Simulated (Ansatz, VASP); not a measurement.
**Si3Cl8O2 (Si3Cl8O2 (Pnma)): VASP beside Ansatz**

One calculation is typed for both programs; each brings its own data sets. How far apart do they land? Of the first pair: The structure shown is the start of the Ansatz relaxation below; VASP solves that cell, so the two are compared at the walk's first step.

Calculated with Ansatz 0.2.0; plane waves, with VASP 6.6.1 beside it; single point at PBEsol.

### Step 1. Set-up

The cell holds 52 atoms: 12 Si, 32 Cl and 8 O. Cell: a = 11.400 Å, b = 21.105 Å, c = 6.655 Å, α = 90.0°, β = 90.0°, γ = 90.0°.

### Step 2. Ansatz: relaxation, PBEsol

Ansatz runs on its default PAW (the set named soft_2) files.

The two programs are compared at the cell with which this relaxation starts, whose forces are those of its first step.

Contents of input.yaml:

```yaml
crystal:
  lattice:
    - [11.399954, 0.0, 0.0]
    - [0.0, 21.105076, 0.0]
    - [0.0, 0.0, 6.654623]
  atoms:
    - { symbol: Si, position: [0.297385, 0.25, 0.477897] }
    - { symbol: Si, position: [0.912376, 0.116783, 0.109955] }
    - { symbol: Si, position: [0.797385, 0.25, 0.022103] }
    - { symbol: Si, position: [0.202615, 0.75, 0.977897] }
    - { symbol: Si, position: [0.587624, 0.883217, 0.609955] }
    - { symbol: Si, position: [0.412376, 0.383217, 0.390045] }
    - { symbol: Si, position: [0.087624, 0.616783, 0.890045] }
    - { symbol: Si, position: [0.087624, 0.883217, 0.890045] }
    - { symbol: Si, position: [0.412376, 0.116783, 0.390045] }
    - { symbol: Si, position: [0.587624, 0.616783, 0.609955] }
    - { symbol: Si, position: [0.702615, 0.75, 0.522103] }
    - { symbol: Si, position: [0.912376, 0.383217, 0.109955] }
    - { symbol: Cl, position: [0.069088, 0.119464, 0.964359] }
    - { symbol: Cl, position: [0.699371, 0.558502, 0.459804] }
    - { symbol: Cl, position: [0.300629, 0.058502, 0.540196] }
    - { symbol: Cl, position: [0.199371, 0.941498, 0.040196] }
    - { symbol: Cl, position: [0.199371, 0.558502, 0.040196] }
    - { symbol: Cl, position: [0.300629, 0.441498, 0.540196] }
    - { symbol: Cl, position: [0.800629, 0.441498, 0.959804] }
    - { symbol: Cl, position: [0.800629, 0.058502, 0.959804] }
    - { symbol: Cl, position: [0.935756, 0.415605, 0.394174] }
    - { symbol: Cl, position: [0.564244, 0.584395, 0.894174] }
    - { symbol: Cl, position: [0.435756, 0.084395, 0.105826] }
    - { symbol: Cl, position: [0.064244, 0.915605, 0.605826] }
    - { symbol: Cl, position: [0.064244, 0.584395, 0.605826] }
    - { symbol: Cl, position: [0.435756, 0.415605, 0.105826] }
    - { symbol: Cl, position: [0.564244, 0.915605, 0.894174] }
    - { symbol: Cl, position: [0.935756, 0.084395, 0.394174] }
    - { symbol: Cl, position: [0.821614, 0.25, 0.719168] }
    - { symbol: Cl, position: [0.678386, 0.75, 0.219168] }
    - { symbol: Cl, position: [0.321614, 0.25, 0.780832] }
    - { symbol: Cl, position: [0.178386, 0.75, 0.280832] }
    - { symbol: Cl, position: [0.622994, 0.25, 0.083092] }
    - { symbol: Cl, position: [0.877006, 0.75, 0.583092] }
    - { symbol: Cl, position: [0.122994, 0.25, 0.416908] }
    - { symbol: Cl, position: [0.377006, 0.75, 0.916908] }
    - { symbol: Cl, position: [0.430912, 0.880536, 0.464359] }
    - { symbol: Cl, position: [0.569088, 0.380536, 0.535641] }
    - { symbol: Cl, position: [0.930912, 0.619464, 0.035641] }
    - { symbol: Cl, position: [0.930912, 0.880536, 0.035641] }
    - { symbol: Cl, position: [0.569088, 0.119464, 0.535641] }
    - { symbol: Cl, position: [0.430912, 0.619464, 0.464359] }
    - { symbol: Cl, position: [0.069088, 0.380536, 0.964359] }
    - { symbol: Cl, position: [0.699371, 0.941498, 0.459804] }
    - { symbol: O, position: [0.857612, 0.187927, 0.122958] }
    - { symbol: O, position: [0.642388, 0.687927, 0.622958] }
    - { symbol: O, position: [0.357612, 0.187927, 0.377042] }
    - { symbol: O, position: [0.142388, 0.812073, 0.877042] }
    - { symbol: O, position: [0.142388, 0.687927, 0.877042] }
    - { symbol: O, position: [0.357612, 0.312073, 0.377042] }
    - { symbol: O, position: [0.642388, 0.812073, 0.622958] }
    - { symbol: O, position: [0.857612, 0.312073, 0.122958] }
basis:
  ecutwfc: 420
  xc_grid: 2
hamiltonian:
  xc: pbesol
kpoints:
  mp_grid: { grid: [3, 2, 4] }
scf:
  occupations: { method: fermi_dirac, width: 0.01 }
  max_iter: 150
output:
  forces: true
  stress: true
relax:
  f_tol: 0.01
  max_steps: 60
  cell: {}
checkpoint:
  write: "../pbesol.run"
  compress: false
  write_wavefunctions: false
  write_every: 100000
```

On the command line:

```console
> ansatz run input.yaml --threads 4 --pin off --max-ram 6594MiB --backend cpu --events-out ev --progress --plain --runs-dir out
```

Numbers of over 12 decimals in the logs are rounded to 6 here.

The log of the run:

```text
Engine: ansatz 0.2.0, x86_64-unknown-linux-gnu
Pseudopotentials: kind: paw
Pseudopotential: Si, paw, valence charge 4, recommended cutoff 420 eV (normal), Si.paw.azcp
Pseudopotential: Cl, paw, valence charge 7, recommended cutoff 420 eV (normal), Cl.paw.azcp
Pseudopotential: O, paw, valence charge 6, recommended cutoff 420 eV (normal), O.paw.azcp
Functional definition: PBEsol
  exchange = pbesol_x
  correlation = pbesol_c
Crystal: 52 atoms, lattice volume = 1601.082 Å³
Basis set: ecut = 420 eV, 31243 PW (Γ), exchange–correlation on 160×288×90 points (8 copies of the dense FFT grid, shifted against one another)
Bands: 212, of which v1, the nominal top of the filled ones, is band 160 counted from 1 (159 counted from 0)
Symmetry: 8 space group operations
Space group: Pnma (ITA 62), of the structure as read, at distance tolerance 1.2e-4 Å
k-points: 12 of 24
Non-local potential: Si, projectors of the file, l = 0: 2, l = 1: 2, l = 2: 2
Non-local potential: Cl, projectors of the file, l = 0: 2, l = 1: 2, l = 2: 2
Non-local potential: O, projectors of the file, l = 0: 2, l = 1: 2, l = 2: 1
PAW form: soft (Blöchl's): semilocal exchange-correlation on the pseudo side does not see the compensation charge
PAW frozen core: Si, regenerated for the run's functional, and the local potential with it (the file was generated under x = pbe(κ = 0.804, μ = 0.219515), c = pbe(β = 0.066725))
PAW frozen core: Cl, regenerated for the run's functional, and the local potential with it (the file was generated under x = pbe(κ = 0.804, μ = 0.219515), c = pbe(β = 0.066725))
PAW frozen core: O, regenerated for the run's functional, and the local potential with it (the file was generated under x = pbe(κ = 0.804, μ = 0.219515), c = pbe(β = 0.066725))
PAW one-centre angular grid: Si, 110 points (default); XC on 64 Gauss nodes
PAW one-centre angular grid: Cl, 110 points (default); XC on 64 Gauss nodes
PAW one-centre angular grid: O, 110 points (default); XC on 64 Gauss nodes
Initial density: superposition of atomic densities (neutral atoms: chi_scale 0, normalization atom), corrected by the library's trained network
Initial wavefunctions: pseudopotential atomic-orbital guess
Functional: x = pbesol(κ = 0.804, μ = 0.123457), c = pbesol(β = 0.046)
SCF iter   1: F=—  HF=-45953.088931 eV  |F-HF|=—  |Δ(HF+E_count)|=         —  Δρ=4.42e-3  dr2=2.84e-1  ethr=1.77e-3  ⟨swp⟩=7.2  Hψ=12750  notcnv=0  defer=246
preconditioner: auto → Resta (q_TF=auto, 2.086 Å⁻¹)  ε∞=2.7  [insulator: Δε(μ)=5.483 eV  Ē_g=12.767 eV  σ=0.010 eV  W_gap=1.00  n_scr=244 (ndim 8)  ℏωp=16.6 eV  f_vac=0.234  D(μ)=0.00/eV (n_scr^D=0)  ε∞_Penn≈2.7]
SCF iter   2: F=—  HF=-45953.020449 eV  |F-HF|=—  |Δ(HF+E_count)|=   6.85e-2  Δρ=1.40e-3  dr2=2.54e-2  ethr=8.88e-5  ⟨swp⟩=3.0  Hψ=5031  notcnv=0  defer=531
SCF iter   3: F=—  HF=-45953.019689 eV  |F-HF|=—  |Δ(HF+E_count)|=   7.60e-4  Δρ=5.38e-4  dr2=4.48e-3  ethr=7.93e-6  ⟨swp⟩=3.0  Hψ=4082  notcnv=0  defer=531
SCF iter   4: F=—  HF=-45953.021319 eV  |F-HF|=—  |Δ(HF+E_count)|=   1.63e-3  Δρ=2.39e-4  dr2=1.24e-3  ethr=1.40e-6  ⟨swp⟩=2.4  Hψ=3202  notcnv=0  defer=531
SCF iter   5: F=—  HF=-45953.021753 eV  |F-HF|=—  |Δ(HF+E_count)|=   4.35e-4  Δρ=5.06e-5  dr2=8.05e-5  ethr=3.86e-7  ⟨swp⟩=2.0  Hψ=3135  notcnv=0  defer=531
SCF iter   6: F=—  HF=-45953.021987 eV  |F-HF|=—  |Δ(HF+E_count)|=   2.33e-4  Δρ=1.03e-5  dr2=3.58e-6  ethr=2.52e-8  ⟨swp⟩=2.0  Hψ=4028  notcnv=0  defer=531
SCF iter   7: F=—  HF=-45953.021993 eV  |F-HF|=—  |Δ(HF+E_count)|=   6.16e-6  Δρ=2.40e-6  dr2=1.58e-7  ethr=1.12e-9  ⟨swp⟩=2.0  Hψ=3545  notcnv=0  defer=531
SCF iter   8: F=-45953.021993 eV  HF=-45953.021993 eV  |F-HF|=1.57e-8  |Δ(HF+E_count)|=   2.77e-7  Δρ=9.39e-7  dr2=2.21e-8  ethr=3.13e-11  ⟨swp⟩=4.6  Hψ=7976  notcnv=0
SCF 1 converged in 8 iterations: F = -45953.021993 eV  dr2 = 2.21e-8
  greatest PAW one-centre occupation: 0.908 electrons in one spin orbital (limit 2), on the Cl atom at site 43 (counted from 0), in its partial waves of l = 0
relax step   1: F+E_penalty+E_count = -45953.02199323 eV  Δ(F+E_penalty+E_count) = +0.000e0 eV  max|allowed force component| = 1.552e-1 eV/Å  Δτ_max = 0.0000 Å  P = -0.579 GPa  Ω = 1601.082 Å³  (8 SCF iters, dr2 threshold 1.00e-7 eV, accepted)
Crystal: 52 atoms, lattice volume = 1596.248 Å³
Basis set: ecut = 420 eV, 31139 PW (Γ), exchange–correlation on 160×288×90 points (8 copies of the dense FFT grid, shifted against one another)
Initial density: handed on by an earlier stage of this run
Initial wavefunctions: those handed on with the density
iter 1 solved again at ethr=8.26e-6 eV; its pass at ethr=3.10e-3 eV (dr2=2.64e-2 eV) is discarded
SCF iter   1: F=—  HF=-45953.065527 eV  |F-HF|=—  |Δ(HF+E_count)|=         —  Δρ=1.46e-3  dr2=2.96e-2  ethr=8.26e-6  ⟨swp⟩=8.3  Hψ=14217  notcnv=0  defer=15
[...]
SCF converged after 6 iterations
Free energy (F): -45953.093857 eV
Harris-Foulkes:  -45953.093857 eV  (|F-HF|=5.09e-11)
Internal energy: -45953.093857 eV  (E = F + TS)
E sigma→0 (E₀):  -45953.093857 eV
Fermi energy:    1.296312 eV
--- Per-component energies (eV) ---
  E_band       = -2152.972526
  E_kinetic    = 7086.174230
  E_local      = -18642.161146  (includes V_loc(G=0)·N_el)
  E_nonlocal   = 1603.917634
  E_hartree    = 6608.918035
  E_xc         = -4621.965453
  E_vxc        = -5181.383779  (∫ρ·V_xc dr)
  E_paw        = -27750.735920  (= ΣΔE_a)
  E_vpaw       = -237.379960  (= ΣTr[D̂ρ^β])
  E_aug_tail   = 0.023554  (compensation charges beyond the density's cutoff)
  E_ewald      = -10240.435649
  E_core_change = 3.170859  (= ΣΔE_core)
  E_smearing   = -0.000000  (= −TS)
  E_closure    = 0.000000  (closes the sum)
  Σ components = -45953.093857   (vs F -45953.093857, Δ=0.00e0)
--- Forces (eV/Å), atoms counted from 1 ---
  atom   1  Si     0.00062142    -0.00000000     0.00011086
  atom   2  Si    -0.00211039     0.00334651    -0.00228026
  atom   3  Si     0.00062142    -0.00000000    -0.00011086
  atom   4  Si    -0.00062142     0.00000000     0.00011086
  atom   5  Si     0.00211039    -0.00334651    -0.00228026
  atom   6  Si    -0.00211039    -0.00334651     0.00228026
  atom   7  Si     0.00211039     0.00334651     0.00228026
  atom   8  Si     0.00211039    -0.00334651     0.00228026
  atom   9  Si    -0.00211039     0.00334651     0.00228026
  atom  10  Si     0.00211039     0.00334651    -0.00228026
  atom  11  Si    -0.00062142     0.00000000    -0.00011086
  atom  12  Si    -0.00211039    -0.00334651    -0.00228026
  atom  13  Cl     0.00127929    -0.00060696    -0.00073525
  atom  14  Cl    -0.00006349     0.00023076     0.00077815
  atom  15  Cl     0.00006349     0.00023076    -0.00077815
  atom  16  Cl    -0.00006349    -0.00023076    -0.00077815
  atom  17  Cl    -0.00006349     0.00023076    -0.00077815
  atom  18  Cl     0.00006349    -0.00023076    -0.00077815
  atom  19  Cl     0.00006349    -0.00023076     0.00077815
  atom  20  Cl     0.00006349     0.00023076     0.00077815
  atom  21  Cl    -0.00076964    -0.00077076    -0.00094855
  atom  22  Cl     0.00076964     0.00077076    -0.00094855
  atom  23  Cl    -0.00076964     0.00077076     0.00094855
  atom  24  Cl     0.00076964    -0.00077076     0.00094855
[...]
atom  45  O      0.00012487    -0.00325448     0.00324910
  atom  46  O     -0.00012487    -0.00325448     0.00324910
  atom  47  O      0.00012487    -0.00325448    -0.00324910
  atom  48  O     -0.00012487     0.00325448    -0.00324910
  atom  49  O     -0.00012487    -0.00325448    -0.00324910
  atom  50  O      0.00012487     0.00325448    -0.00324910
  atom  51  O     -0.00012487     0.00325448     0.00324910
  atom  52  O      0.00012487     0.00325448     0.00324910
  max |Σ_I F_I| component: 2.60e-18 eV/Å
--- Stress (GPa, compression-positive) ---
        0.003262      -0.000000       0.000000
       -0.000000      -0.009493       0.000000
        0.000000       0.000000      -0.003814
  P = ⅓ Tr σ = -0.0033 GPa (-0.033 kbar)
--- Relaxed structure (26 steps of the walk, 26 accepted, 1 SCFs on fresh bases) ---
  F+E_penalty+E_count = -45953.09385744 eV   max|allowed force component| = 3.347e-3 eV/Å   (the final SCF, on the basis selected at the relaxed cell)
  cell:  # Å, volume = 1602.2429 Å³
    - [11.386843, 0, 0]
    - [0, 21.330698, 2.3089346084870057e-18]
    - [0, 7.280281459841039e-19, 6.596597]
  atoms:
    - { symbol: Si, position: [0.316462, 0.250000, 0.458588] }
    - { symbol: Si, position: [0.905499, 0.115182, 0.133557] }
    - { symbol: Si, position: [0.816462, 0.250000, 0.041412] }
    - { symbol: Si, position: [0.183538, 0.750000, 0.958588] }
    - { symbol: Si, position: [0.594501, 0.884818, 0.633557] }
    - { symbol: Si, position: [0.405499, 0.384818, 0.366443] }
    - { symbol: Si, position: [0.094501, 0.615182, 0.866443] }
    - { symbol: Si, position: [0.094501, 0.884818, 0.866443] }
    - { symbol: Si, position: [0.405499, 0.115182, 0.366443] }
    - { symbol: Si, position: [0.594501, 0.615182, 0.633557] }
    - { symbol: Si, position: [0.683538, 0.750000, 0.541412] }
    - { symbol: Si, position: [0.905499, 0.384818, 0.133557] }
    - { symbol: Cl, position: [0.059088, 0.103664, 0.983045] }
    - { symbol: Cl, position: [0.724434, 0.569240, 0.484923] }
    - { symbol: Cl, position: [0.275566, 0.069240, 0.515077] }
    - { symbol: Cl, position: [0.224434, 0.930760, 0.015077] }
    - { symbol: Cl, position: [0.224434, 0.569240, 0.015077] }
    - { symbol: Cl, position: [0.275566, 0.430760, 0.515077] }
    - { symbol: Cl, position: [0.775566, 0.430760, 0.984923] }
    - { symbol: Cl, position: [0.775566, 0.069240, 0.984923] }
    - { symbol: Cl, position: [0.920784, 0.418512, 0.418880] }
    - { symbol: Cl, position: [0.579216, 0.581488, 0.918880] }
    - { symbol: Cl, position: [0.420784, 0.081488, 0.081120] }
    - { symbol: Cl, position: [0.079216, 0.918512, 0.581120] }
    - { symbol: Cl, position: [0.079216, 0.581488, 0.581120] }
    - { symbol: Cl, position: [0.420784, 0.418512, 0.081120] }
    - { symbol: Cl, position: [0.579216, 0.918512, 0.918880] }
    - { symbol: Cl, position: [0.920784, 0.081488, 0.418880] }
    - { symbol: Cl, position: [0.850109, 0.250000, 0.739772] }
    - { symbol: Cl, position: [0.649891, 0.750000, 0.239772] }
    - { symbol: Cl, position: [0.350109, 0.250000, 0.760228] }
    - { symbol: Cl, position: [0.149891, 0.750000, 0.260228] }
    - { symbol: Cl, position: [0.640836, 0.250000, 0.088312] }
    - { symbol: Cl, position: [0.859164, 0.750000, 0.588312] }
    - { symbol: Cl, position: [0.140836, 0.250000, 0.411688] }
    - { symbol: Cl, position: [0.359164, 0.750000, 0.911688] }
    - { symbol: Cl, position: [0.440912, 0.896336, 0.483045] }
    - { symbol: Cl, position: [0.559088, 0.396336, 0.516955] }
    - { symbol: Cl, position: [0.940912, 0.603664, 0.016955] }
    - { symbol: Cl, position: [0.940912, 0.896336, 0.016955] }
    - { symbol: Cl, position: [0.559088, 0.103664, 0.516955] }
    - { symbol: Cl, position: [0.440912, 0.603664, 0.483045] }
    - { symbol: Cl, position: [0.059088, 0.396336, 0.983045] }
    - { symbol: Cl, position: [0.724434, 0.930760, 0.484923] }
    - { symbol: O, position: [0.874988, 0.189285, 0.148925] }
    - { symbol: O, position: [0.625012, 0.689285, 0.648925] }
    - { symbol: O, position: [0.374988, 0.189285, 0.351075] }
    - { symbol: O, position: [0.125012, 0.810715, 0.851075] }
    - { symbol: O, position: [0.125012, 0.689285, 0.851075] }
    - { symbol: O, position: [0.374988, 0.310715, 0.351075] }
    - { symbol: O, position: [0.625012, 0.810715, 0.648925] }
    - { symbol: O, position: [0.874988, 0.310715, 0.148925] }
```

In the SCF lines HF is the Harris–Foulkes energy and dr2 the Hartree energy of the density residual, in eV; the loop may stop once dr2 is under the threshold and the program's other checks hold. Hψ counts applications of the Hamiltonian.

[end of part 1 of 3]

[Lines on the potential files, build, host, timing and source positions are cut from VASP's logs without a mark.]

[Logs are printed without paths, hosts, clocks, repeated set-up lines and the standing remarks that a program may print on its own settings, such as how far it seeks lower states.]

[Hosts, paths, dates, database ids (printed as entryN), source tags and the programs' standing remarks are cut or masked in the printed files.]
